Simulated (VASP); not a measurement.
Calculation: r2SCAN+rVV10, VASP's PBE PAW potentials (set 64) (plane waves; VASP 6.6.1).

VASP ran on this input.

**POSCAR**
```
Zr
1.0
  1.6021489210  -2.7750032784   0.0000000000
  1.6021489210   2.7750032784   0.0000000000
  0.0000000000   0.0000000000   5.0910139903
Zr
2
Cartesian
  1.6021489210   0.9250029428   1.2727534976
  1.6021489210  -0.9250029428   3.8182604927
```

**KPOINTS**
```
Automatic mesh
0
Gamma
13 13 7
0 0 0
```

### INCAR
```
SYSTEM = Zr
PREC = Accurate
ENCUT = 520
EDIFF = 1E-7
NELM = 100
ALGO = Normal
LREAL = .FALSE.
LASPH = .TRUE.
ISMEAR = 1
SIGMA = 0.1
METAGGA = R2SCAN
LUSE_VDW = .TRUE.
BPARAM = 11.95
CPARAM = 0.0093
LMIXTAU = .TRUE.
LMAXMIX = 4
LWAVE = .FALSE.
LCHARG = .FALSE.
ISIF = 4
IBRION = 2
NSW = 30
EDIFFG = -0.01
```

POTCAR, in this order: Zr_sv (PBE.64 set). Program: vasp_std.

Problem. Predict the energy per atom (σ→0), band gap (on the k-mesh).

Solution. 
The energy per atom (σ→0) is -22.527 eV/atom and the band gap (on the k-mesh) is none (metal, semimetal or under 0.01 eV).

### OSZICAR
```
...
DAV:   4    -0.450542436999E+02   -0.39033E-04   -0.79746E-05  3648   0.719E-02    0.727E-03
DAV:   5    -0.450542359014E+02    0.77985E-05   -0.30376E-05  2872   0.525E-02    0.494E-03
DAV:   6    -0.450542445616E+02   -0.86602E-05   -0.80173E-06  2824   0.271E-02    0.157E-03
DAV:   7    -0.450542451508E+02   -0.58916E-06   -0.68463E-07  2656   0.633E-03    0.232E-04
DAV:   8    -0.450542452564E+02   -0.10555E-06   -0.46223E-08  1648   0.236E-03    0.933E-05
DAV:   9    -0.450542451006E+02    0.15576E-06   -0.89409E-09  1536   0.114E-03    0.603E-05
DAV:  10    -0.450542451776E+02   -0.76962E-07   -0.32024E-09  1464   0.519E-04
   3 F= -.45054245E+02 E0= -.45054145E+02  d E =-.608187E-03
```

The compound is Zr in the hcp structure. This cell is one point of a volume scan, at 0.97 of the reference volume. Symmetry was kept, so distortions that lower it aren't found.
